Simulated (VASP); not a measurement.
```xyz
2
Lattice="1.8615 -3.2242 0.0000 1.8615 3.2242 0.0000 0.0000 0.0000 5.8446" Properties=species:S:1:pos:R:3 pbc="T T T"
Y      1.8615     1.0747     1.4611
Y      1.8615    -1.0747     4.3834
```

Calculation: PBE GGA, VASP's PBE PAW potentials (set 64) (plane waves; VASP 6.6.1). Numerical set-up: 400 eV cut-off, 8×8×5 Γ-centred mesh, first-order Methfessel-Paxton smearing of 0.10 eV, potentials Y_sv.

Gaps are read on the run's mesh, which can miss a band edge.

Task: Predict the energy per atom (σ→0), pressure, band gap (on the k-mesh) with the smallest direct gap where there is one.

Result: 
| Quantity | Value |
|---|---|
| band gap (on the k-mesh) | none (metal, semimetal or under 0.01 eV) |
| energy per atom (σ→0) | -6.407 eV/atom |
| pressure | -24.6 kbar |

Only differences to runs with the same potentials and settings are physical.

The compound is Y in the hcp structure. The cell was not relaxed at this level. The run is one of a series of settings (KPOINTS 8×8×5 Γ-centred mesh against the base run), some of them coarse on purpose.
